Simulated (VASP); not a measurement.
Calculation: r2SCAN meta-GGA, VASP's PBE PAW potentials (set 64) (plane waves; VASP 6.6.1).

Input for VASP

POSCAR:
```
TiO2
1.0
  4.5633565388   0.0000000000   0.0000000000
  0.0000000000   4.5633565388   0.0000000000
  0.0000000000   0.0000000000   2.9467280836
Ti O
2 4
Cart
  0.0000000000   0.0000000000   0.0000000000
  2.2816782694   2.2816782694   1.4733640418
  1.3868150809   1.3868150809   0.0000000000
  3.6684933503   0.8948631885   1.4733640418
  0.8948631885   3.6684933503   1.4733640418
  3.1765414579   3.1765414579   0.0000000000
```

File KPOINTS:
```
Automatic mesh
0
Gamma
5 5 8
0 0 0
```

### INCAR
```
LCHARG  =  .False.
LMIXTAU  =  .True.
LMAXMIX  =  4   # l cut-off of mixed one-centre charges
NSW  =  40   # most ionic steps
PSTRESS  =  100
NELM  =  100
LASPH  =  .True.
EDIFFG  =  -0.02   # ionic stop
PREC  =  Accurate
ISIF  =  3   # ions, shape and volume
ISMEAR  =  0
SIGMA  =  0.05   # width (eV)
METAGGA  =  R2SCAN
ALGO  =  Normal   # blocked Davidson
LREAL  =  .False.   # projection in real space or not
ENCUT  =  620   # plane-wave cut-off (eV)
LWAVE  =  .False.
IBRION  =  2   # conjugate gradients
EDIFF  =  1E-6
SYSTEM  =  TiO2
```

POTCAR, in this order: Ti_sv O (PBE.64 set). Program: vasp_std.

Output

OSZICAR:
```
       N       E                     dE             d eps       ncg     rms          rms(c)
DAV:   1     0.723716069838E+03    0.72372E+03   -0.28112E+04  1680   0.232E+03
DAV:   2     0.386048463752E+02   -0.68511E+03   -0.66525E+03  1736   0.644E+02
DAV:   3    -0.949178200188E+02   -0.13352E+03   -0.12740E+03  2664   0.237E+02
DAV:   4    -0.101547465199E+03   -0.66296E+01   -0.66213E+01  2312   0.556E+01
DAV:   5    -0.101819242067E+03   -0.27178E+00   -0.27168E+00  2396   0.973E+00    0.335E+01
DAV:   6    -0.721248195496E+02    0.29694E+02   -0.83183E+01  2072   0.111E+02    0.918E+00
DAV:   7    -0.687186478897E+02    0.34062E+01   -0.52159E+00  2232   0.169E+01    0.530E+00
DAV:   8    -0.739870938734E+02   -0.52684E+01   -0.23215E+00  1952   0.132E+01    0.262E+00
DAV:   9    -0.690344243589E+02    0.49527E+01   -0.14187E+00  1744   0.107E+01    0.972E-01
DAV:  10    -0.696137678359E+02   -0.57934E+00   -0.27973E-01  2136   0.476E+00    0.595E-01
DAV:  11    -0.696104526336E+02    0.33152E-02   -0.88165E-03  2380   0.803E-01    0.728E-01
DAV:  12    -0.697785198316E+02   -0.16807E+00   -0.61620E-02  1816   0.222E+00    0.341E-01
DAV:  13    -0.697853729841E+02   -0.68532E-02   -0.63378E-03  2144   0.855E-01    0.211E-01
DAV:  14    -0.697872892509E+02   -0.19163E-02   -0.82746E-04  2204   0.252E-01    0.159E-01
DAV:  15    -0.697858178782E+02    0.14714E-02   -0.14969E-03  2112   0.357E-01    0.698E-02
DAV:  16    -0.697871774675E+02   -0.13596E-02   -0.81945E-04  2012   0.271E-01    0.376E-02
DAV:  17    -0.697874758556E+02   -0.29839E-03   -0.14166E-04  1880   0.132E-01    0.231E-02
DAV:  18    -0.697874772873E+02   -0.14318E-05   -0.72623E-06  2116   0.209E-02    0.164E-02
DAV:  19    -0.697874819221E+02   -0.46348E-05   -0.61914E-06  1980   0.254E-02    0.315E-03
DAV:  20    -0.697874838885E+02   -0.19664E-05   -0.13933E-06  1152   0.128E-02    0.196E-03
DAV:  21    -0.697874836885E+02    0.20002E-06   -0.36628E-07  1104   0.774E-03
   1 F= -.65957488E+02 E0= -.65957488E+02  d E =-.659575E+02
       N       E                     dE             d eps       ncg     rms          rms(c)
DAV:   1    -0.702364979307E+02   -0.44901E+00   -0.21102E+01  2152   0.534E+01    0.770E+00
DAV:   2    -0.696978696606E+02    0.53863E+00   -0.23176E+00  2188   0.154E+01    0.331E+00
DAV:   3    -0.695876715603E+02    0.11020E+00   -0.10748E+00  1864   0.703E+00    0.720E-01
DAV:   4    -0.695624295851E+02    0.25242E-01   -0.14694E-01  1944   0.302E+00    0.421E-01
DAV:   5    -0.695674871990E+02   -0.50576E-02   -0.40024E-03  1928   0.554E-01    0.362E-01
DAV:   6    -0.695773618509E+02   -0.98747E-02   -0.25799E-02  2576   0.812E-01    0.339E-01
DAV:   7    -0.695834215987E+02   -0.60597E-02   -0.86127E-03  2652   0.470E-01    0.214E-01
DAV:   8    -0.695838381662E+02   -0.41657E-03   -0.19819E-03  2256   0.332E-01    0.145E-01
DAV:   9    -0.695843048512E+02   -0.46669E-03   -0.80050E-04  2400   0.288E-01    0.985E-02
DAV:  10    -0.695842969927E+02    0.78585E-05   -0.60957E-05  2000   0.725E-02    0.785E-02
DAV:  11    -0.695843382202E+02   -0.41227E-04   -0.21742E-04  1768   0.131E-01    0.264E-02
DAV:  12    -0.695843400321E+02   -0.18119E-05   -0.26948E-05  2348   0.583E-02    0.744E-03
DAV:  13    -0.695843409531E+02   -0.92108E-06   -0.16843E-06  1120   0.138E-02
   2 F= -.65928576E+02 E0= -.65928576E+02  d E =0.289119E-01
       N       E                     dE             d eps       ncg     rms          rms(c)
DAV:   1    -0.699806003996E+02   -0.39626E+00   -0.81093E+00  2120   0.344E+01    0.473E+00
DAV:   2    -0.697818184777E+02    0.19878E+00   -0.94013E-01  2204   0.101E+01    0.202E+00
DAV:   3    -0.697350008923E+02    0.46818E-01   -0.41369E-01  1704   0.404E+00    0.359E-01
DAV:   4    -0.697296602345E+02    0.53407E-02   -0.66629E-02  1980   0.213E+00    0.348E-01
DAV:   5    -0.697329899164E+02   -0.33297E-02   -0.27885E-03  1888   0.584E-01    0.225E-01
DAV:   6    -0.697366650798E+02   -0.36752E-02   -0.12023E-02  2520   0.682E-01    0.156E-01
DAV:   7    -0.697372930606E+02   -0.62798E-03   -0.11483E-03  2380   0.271E-01    0.101E-01
DAV:   8    -0.697373609731E+02   -0.67913E-04   -0.46982E-04  2296   0.183E-01    0.590E-02
DAV:   9    -0.697374373017E+02   -0.76329E-04   -0.13607E-04  1884   0.124E-01    0.266E-02
DAV:  10    -0.697374228258E+02    0.14476E-04   -0.52300E-05  1776   0.942E-02    0.579E-03
DAV:  11    -0.697374264060E+02   -0.35803E-05   -0.12138E-05  2072   0.337E-02    0.481E-03
DAV:  12    -0.697374261304E+02    0.27561E-06   -0.43419E-06  1536   0.254E-02
   3 F= -.65974670E+02 E0= -.65974670E+02  d E =-.171823E-01
       N       E                     dE             d eps       ncg     rms          rms(c)
DAV:   1    -0.697366166028E+02    0.80980E-03   -0.53528E-01  1680   0.638E+00    0.396E-01
DAV:   2    -0.697353710807E+02    0.12455E-02   -0.19416E-02  1920   0.126E+00    0.240E-01
DAV:   3    -0.697345080650E+02    0.86302E-03   -0.29422E-03  1892   0.510E-01    0.717E-02
DAV:   4    -0.697343562091E+02    0.15186E-03   -0.70252E-04  2020   0.261E-01    0.361E-02
DAV:   5    -0.697343987533E+02   -0.42544E-04   -0.94057E-05  1828   0.106E-01    0.194E-02
DAV:   6    -0.697343764711E+02    0.22282E-04   -0.53911E-05  1824   0.812E-02    0.623E-03
DAV:   7    -0.697344019722E+02   -0.25501E-04   -0.38442E-05  1756   0.708E-02    0.333E-03
DAV:   8    -0.697344072215E+02   -0.52494E-05   -0.45380E-06  1608   0.261E-02    0.102E-03
DAV:   9    -0.697344074336E+02   -0.21207E-06   -0.42206E-07  1064   0.778E-03
   4 F= -.65975912E+02 E0= -.65975912E+02  d E =-.124195E-02
```

OUTCAR:
```
------------------------ aborting loop because EDIFF is reached ----------------------------------------
  FORCE on cell =-STRESS in cart. coord.  units (eV):
  Direction    XX          YY          ZZ          XY          YZ          ZX
  --------------------------------------------------------------------------------------
  Total        3.7365501      3.7365501      3.7902761      0.0000000      0.0000000      0.0000000
  in kB       99.4161228     99.4161228    100.8455777      0.0000000      0.0000000      0.0000000
  external PRESSURE =      -0.1073922 kB  Pullay stress =     100.0000000 kB
  volume of cell :       60.22
      direct lattice vectors                 reciprocal lattice vectors
     4.528965281  0.000000000  0.000000000     0.220800986  0.000000000  0.000000000
    -0.000000000  4.528965281  0.000000000    -0.000000000  0.220800986  0.000000000
     0.000000000  0.000000000  2.935800847     0.000000000  0.000000000  0.340622560
 POSITION                                       TOTAL-FORCE (eV/Angst)
 -----------------------------------------------------------------------------------
      0.00000      0.00000      2.93580         0.000000     -0.000000     -0.000000
      2.26448      2.26448      1.46790         0.000000     -0.000000     -0.000000
      1.37373      1.37373      0.00000         0.005150      0.005150      0.000000
      3.63821      0.89076      1.46790         0.005150     -0.005150     -0.000000
      0.89076      3.63821      1.46790        -0.005150      0.005150     -0.000000
      3.15524      3.15524      2.93580        -0.005150     -0.005150     -0.000000
 -----------------------------------------------------------------------------------
    total drift:                                0.000000     -0.000000     -0.000000
  FREE ENERGIE OF THE ION-ELECTRON SYSTEM (eV)
  ---------------------------------------------------
  free  energy   TOTEN  =       -69.7344074336 eV

  energy  without entropy=      -69.7344074336  energy(sigma->0) =      -69.73440743
  enthalpy is  TOTEN    =       -65.9759123035 eV   P V=        3.7584951301

 reached required accuracy - stopping structural energy minimisation
```
(Selected blocks of OUTCAR.)

File CONTCAR:
```
TiO2
   1.00000000000000
     4.5289652809170704    0.0000000000000000    0.0000000000000000
    -0.0000000000000000    4.5289652809170704    0.0000000000000000
     0.0000000000000000    0.0000000000000000    2.9358008472851398
  Ti              O
     2     4
Direct
     0.0000000000000000    0.0000000000000000    1.0000000000000000
     0.5000000000000000    0.5000000000000000    0.5000000000000000
     0.3033200866471197    0.3033200866471197    0.0000000000000000
     0.8033200866471197    0.1966799133528803    0.5000000000000000
     0.1966799133528803    0.8033200866471197    0.5000000000000000
     0.6966799133528803    0.6966799133528803    1.0000000000000000
```

The compound is TiO2 in the rutile structure. This run relaxes it under an external pressure of 10 GPa. Symmetry was kept, so distortions that lower it aren't found.
